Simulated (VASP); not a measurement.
Input of a VASP 6.6.1 run:

INCAR

```
SYSTEM = WSeS
PREC = Accurate ; ENCUT = 520
EDIFF = 1E-6 ; ISMEAR = 0
SIGMA = 0.03 ; LREAL = .FALSE.
LASPH = .TRUE. ; NELM = 100
ALGO = Normal ; ISIF = 2
LWAVE = .FALSE. ; LCHARG = .TRUE.
LDIPOL = .TRUE. ; IDIPOL = 3
DIPOL = 0.5 0.5 0.284 ; GGA = PS
IVDW = 12 ; LELF = .TRUE.
LVHAR = .TRUE. ; LVACPOTAV = .TRUE.
NBANDS = 20
```

File KPOINTS:

```
regular mesh
0
G
  12 12 1
  0 0 0
```

File POSCAR:

```
WSeS
1.0
    3.1812230163      0.0000000000      0.0000000000
   -1.5906115082      2.7550199472      0.0000000000
    0.0000000000      0.0000000000     30.1999999990
S W Se
1 1 1
Direct
    0.6666666667      0.3333333333      0.2310897998
    0.3333333333      0.6666666667      0.2820882591
    0.6666666667      0.3333333333      0.3388086961
```

Potentials or basis: VASP PAW PBE potentials, release 64 (S, W_sv, Se).

Command:

```console
$ cat potpaw_PBE.64/S/POTCAR potpaw_PBE.64/W_sv/POTCAR potpaw_PBE.64/Se/POTCAR > POTCAR
$ mpirun -np 1 vasp_std > vasp.out
```

(1) Predict the largest force.

(2) Estimate the ionisation potential of the upper face.

## Answers

(1) 0.064 eV/Å.

(2) 5.08 eV.

Caveat: the PAW data sets were made with another functional, which shifts forces and pressure a little.
